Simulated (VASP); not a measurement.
VASP ran on this input.

INCAR:
```
! general
SYSTEM   =  RhI3
PREC     =  Accurate
ENCUT    =  400   ! plane-wave cut-off (eV)
LREAL    =  F   ! projection in real space or not
LASPH    =  T   ! aspherical one-centre terms

! electronic loop
EDIFF    =  1E-6   ! SCF stop (eV)
NELM     =  100
ALGO     =  Normal   ! blocked Davidson
LMAXMIX  =  4
LMIXTAU  =  T

! smearing
ISMEAR   =  0   ! Gaussian
SIGMA    =  0.05   ! width (eV)

! functional
METAGGA  =  R2SCAN

! ions
IBRION   =  2   ! conjugate gradients
NSW      =  60   ! most ionic steps
ISIF     =  3
EDIFFG   =  -0.02   ! ionic stop

! output
LWAVE    =  F
LCHARG   =  F
```

**KPOINTS**
```
Automatic mesh
0
Gamma
4 4 3
0 0 0
```

**POSCAR**
```
RhI3
1
    3.4257531949    -5.9373513391     0.0011884210
    3.4257531949     5.9373513391     0.0011884210
   -2.0884594544     0.0000000000     6.7035108856
Rh I
2 6
Direct
  0.8333131469   0.1666868531   0.0000000000
  0.1666868531   0.8333131469   0.0000000000
  0.9238421066   0.5679921011   0.2246355368
  0.0761578934   0.4320078989   0.7753644632
  0.4320078989   0.0761578934   0.7753644632
  0.5679921011   0.9238421066   0.2246355368
  0.2130218018   0.2130218018   0.2265439448
  0.7869781982   0.7869781982   0.7734560552
```

POTCAR, in this order: Rh_pv I (PBE.64 set). Program: vasp_std.

Question: Write an equivalent input for Ansatz.

Answer: One equivalent input (not run):
Ansatz 0.2 input:
```yaml
crystal:
  lattice:
    - [3.4257532, -5.9373513, 0.0011884]
    - [3.4257532, 5.9373513, 0.0011884]
    - [-2.0884595, 0.0000000, 6.7035109]
  atoms:
    - { symbol: Rh, position: [0.8333131, 0.1666869, 0.0000000] }
    - { symbol: Rh, position: [0.1666869, 0.8333131, 0.0000000] }
    - { symbol: I, position: [0.9238421, 0.5679921, 0.2246355] }
    - { symbol: I, position: [0.0761579, 0.4320079, 0.7753645] }
    - { symbol: I, position: [0.4320079, 0.0761579, 0.7753645] }
    - { symbol: I, position: [0.5679921, 0.9238421, 0.2246355] }
    - { symbol: I, position: [0.2130218, 0.2130218, 0.2265439] }
    - { symbol: I, position: [0.7869782, 0.7869782, 0.7734561] }
kpoints:
  mp_grid: { grid: [4, 4, 3] }
hamiltonian:
  xc: r2scan
  pseudopotentials: { kind: paw }
scf:
  occupations: { method: gaussian, width: 0.05 }
  max_iter: 100
relax:
  max_steps: 60
  f_tol: 0.02
  cell: {}
output: { forces: true, stress: true, eigenvalues: true }
```
What does not carry over: each code has its own PAW files, so the cut-off isn't converted (ENCUT is set for VASP's; basis.ecutwfc is left out, and Ansatz then takes the one that its files recommend); Ansatz stops its SCF on the density residual and VASP on the energy change (EDIFF).

The structure comes from a computed database's RhI3 entry (C2/m); how it stands against other phases isn't given here. It was relaxed first. The start is the result of an earlier pass.
